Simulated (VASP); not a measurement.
Input:

```xyz
12
Lattice="4.4182 0.0000 0.0000 0.0000 6.2483 0.0000 0.0000 0.0000 28.1553" Properties=species:S:1:pos:R:3 pbc="T T T"
K      0.0000     0.0000     8.5549
K      2.2091     3.1242    10.7640
K      0.0000     0.0000    12.9731
K      2.2091     3.1242    15.1822
K      0.0000     0.0000    17.3914
K      2.2091     3.1242    19.6005
Cl     2.2091     0.0000    10.7640
Cl     0.0000     3.1242     8.5549
Cl     2.2091     0.0000    15.1822
Cl     0.0000     3.1242    12.9731
Cl     2.2091     0.0000    19.6005
Cl     0.0000     3.1242    17.3914
```

All values below come from PBEsol GGA, VASP's PBE PAW potentials (set 64) (plane waves; VASP). Numerical set-up: PREC = Normal, EDIFF = 1E-5, 400 eV cut-off, 5×3×1 Γ-centred mesh, Gaussian smearing of 0.050 eV, potentials K_sv Cl.

**Question.** The ions are relaxed. What does this cell relax into?

**Answer.** 
```xyz
12
Lattice="4.4182 0.0000 0.0000 0.0000 6.2483 0.0000 0.0000 0.0000 28.1553" Properties=species:S:1:pos:R:3 pbc="T T T"
K      0.0000     0.0000     8.6348
K      2.2091     3.1242    10.7002
K      0.0000     0.0000    12.9817
K      2.2091     3.1242    15.1736
K      0.0000     0.0000    17.4552
K      2.2091     3.1242    19.5205
Cl     2.2091     0.0000    10.7052
Cl     0.0000     3.1242     8.5796
Cl     2.2091     0.0000    15.1673
Cl     0.0000     3.1242    12.9880
Cl     2.2091     0.0000    19.5758
Cl     0.0000     3.1242    17.4501
```

**Question.** How much energy does the relaxation gain?

**Answer.** The energy (σ→0) changes by -3.2 meV/atom, in 6 ionic steps.

The cell is a thin slab with vacuum, built from KCl (rock salt): (110) face.
